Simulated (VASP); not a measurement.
Level of theory: PBE GGA, VASP's PBE PAW potentials (set 64) (plane waves; VASP).

Input for VASP

POSCAR:
```
Pb
1
    0.0000000000     2.5194427280     2.5194427280
    2.5194427280    -0.0000000000     2.5194427280
    2.5194427280     2.5194427280     0.0000000000
Pb
1
Direct
  0.0000000000   1.0000000000   1.0000000000
```

KPOINTS:
```
Automatic mesh
0
Gamma
12 12 12
0 0 0
```

**INCAR**
```
# general
SYSTEM =Pb
PREC   =Accurate
ENCUT  =500
LREAL  =F
LASPH  =T

# electronic loop
EDIFF  =1E-6
NELM   =100
ALGO   =Normal
LMAXMIX=4

# smearing
ISMEAR =1
SIGMA  =0.1

# functional
GGA    =PE

# ions
IBRION =2
NSW    =40
ISIF   =3
EDIFFG =-0.02

# output
LWAVE  =F
LCHARG =F
```

POTCAR, in this order: Pb_d (PBE.64 set). Program: vasp_std.

Output of the run:

OSZICAR:
```
       N       E                     dE             d eps       ncg     rms          rms(c)
DAV:   1     0.101611122862E+03    0.10161E+03   -0.71763E+03  1584   0.141E+03
DAV:   2     0.109689920467E+01   -0.10051E+03   -0.98643E+02  1623   0.323E+02
DAV:   3    -0.345052076788E+01   -0.45474E+01   -0.45276E+01  1869   0.795E+01
DAV:   4    -0.355642846496E+01   -0.10591E+00   -0.10588E+00  1894   0.138E+01
DAV:   5    -0.356109754182E+01   -0.46691E-02   -0.46689E-02  1967   0.255E+00    0.474E-01
DAV:   6    -0.355344365897E+01    0.76539E-02   -0.13808E-02  1952   0.216E+00    0.241E-01
DAV:   7    -0.355178466347E+01    0.16590E-02   -0.61302E-03  1881   0.138E+00    0.869E-02
DAV:   8    -0.355178697621E+01   -0.23127E-05   -0.40465E-04  1838   0.385E-01    0.110E-02
DAV:   9    -0.355178320734E+01    0.37689E-05   -0.11904E-05  2019   0.650E-02    0.527E-03
DAV:  10    -0.355178235882E+01    0.84852E-06   -0.12647E-06  1309   0.132E-02
   1 F= -.35517824E+01 E0= -.35517481E+01  d E =-.355178E+01
       N       E                     dE             d eps       ncg     rms          rms(c)
DAV:   1    -0.356079731941E+01   -0.90141E-02   -0.26921E-01  1854   0.116E+01    0.488E-01
DAV:   2    -0.355303877250E+01    0.77585E-02   -0.15397E-02  1830   0.267E+00    0.174E-01
DAV:   3    -0.355191978820E+01    0.11190E-02   -0.45970E-03  2013   0.140E+00    0.140E-02
DAV:   4    -0.355191443737E+01    0.53508E-05   -0.49319E-05  1638   0.827E-02    0.790E-03
DAV:   5    -0.355191190204E+01    0.25353E-05   -0.30302E-05  1641   0.501E-02    0.452E-03
DAV:   6    -0.355191158422E+01    0.31782E-06   -0.20619E-06  1710   0.287E-02
   2 F= -.35519116E+01 E0= -.35518593E+01  d E =-.129225E-03
```

### OUTCAR
```
------------------------ aborting loop because EDIFF is reached ----------------------------------------
  FORCE on cell =-STRESS in cart. coord.  units (eV):
  Direction    XX          YY          ZZ          XY          YZ          ZX
  --------------------------------------------------------------------------------------
  Total       -0.0092126     -0.0092126     -0.0092126     -0.0000000     -0.0000000      0.0000000
  in kB       -0.4581403     -0.4581403     -0.4581403     -0.0000000     -0.0000000      0.0000000
  external PRESSURE =      -0.4581403 kB  Pullay stress =       0.0000000 kB
  volume of cell :       32.22
      direct lattice vectors                 reciprocal lattice vectors
    -0.000000000  2.525544538  2.525544538    -0.197977106  0.197977106  0.197977106
     2.525544538  0.000000000  2.525544538     0.197977106 -0.197977106  0.197977106
     2.525544538  2.525544538 -0.000000000     0.197977106  0.197977106 -0.197977106
 POSITION                                       TOTAL-FORCE (eV/Angst)
 -----------------------------------------------------------------------------------
      5.05109      5.05109      5.05109         0.000000     -0.000000     -0.000000
 -----------------------------------------------------------------------------------
    total drift:                                0.000000      0.000000      0.000000
  FREE ENERGIE OF THE ION-ELECTRON SYSTEM (eV)
  ---------------------------------------------------
  free  energy   TOTEN  =        -3.5519115842 eV

  energy  without entropy=       -3.5517547357  energy(sigma->0) =       -3.55185930

 reached required accuracy - stopping structural energy minimisation
```
(Selected blocks of OUTCAR.)

CONTCAR:
```
Pb
   1.00000000000000
    -0.0000000000000000    2.5255445383390538    2.5255445383390538
     2.5255445383390538    0.0000000000000000    2.5255445383390538
     2.5255445383390538    2.5255445383390538   -0.0000000000000000
  Pb
     1
Direct
     1.0000000000000000    1.0000000000000000    1.0000000000000000
```

**OUTCAR**
```
 val. band max:        6.6427382419   @ k =  -0.3333   0.2500   0.0000

 cond. band min:       6.7440423616   @ k =   0.3333   0.1667   0.0000


 Fermi energy:         6.6657772862

 k-point     1 :       0.0000    0.0000    0.0000
  band No.  band energies     occupation
      1     -10.4062      2.00000
      2     -10.4062      2.00000
      3     -10.4062      2.00000
      4     -10.2903      2.00000
      5     -10.2903      2.00000
      6      -4.7344      2.00000
      7      13.5705      0.00000
      8      13.5705      0.00000
      9      13.5705      0.00000
     10      16.3412      0.00000
     11      17.1974      0.00000

 k-point     2 :       0.0833    0.0000    0.0000
  band No.  band energies     occupation
      1     -10.4060      2.00000
      2     -10.3978      2.00000
      3     -10.3978      2.00000
      4     -10.2906      2.00000
      5     -10.2906      2.00000
      6      -4.6091      2.00000
      7      12.1241      0.00000
      8      13.4164      0.00000
      9      13.4164      0.00000
     10      15.9908      0.00000
     11      17.9326      0.00000

 k-point     3 :       0.1667    0.0000    0.0000
  band No.  band energies     occupation
      1     -10.4067      2.00000
      2     -10.3814      2.00000
      3     -10.3814      2.00000
      4     -10.2851      2.00000
      5     -10.2851      2.00000
      6      -4.2341      2.00000
      7       9.6857      0.00000
      8      13.0435      0.00000
      9      13.0435      0.00000
     10      15.5844      0.00000
     11      18.9488      0.00000

 k-point     4 :       0.2500    0.0000    0.0000
  band No.  band energies     occupation
      1     -10.4099      2.00000
      2     -10.3763      2.00000
      3     -10.3763      2.00000
      4     -10.2599      2.00000
      5     -10.2599      2.00000
      6      -3.6185      2.00000
      7       7.2836     -0.00000
      8      12.6077      0.00000
      9      12.6077      0.00000
...
```

Unless said otherwise, spin-orbit coupling is left out, though it shifts the bands of the heavy elements here.

The compound is Pb in the fcc structure. This run relaxes it. Symmetry was kept, so distortions that lower it aren't found.
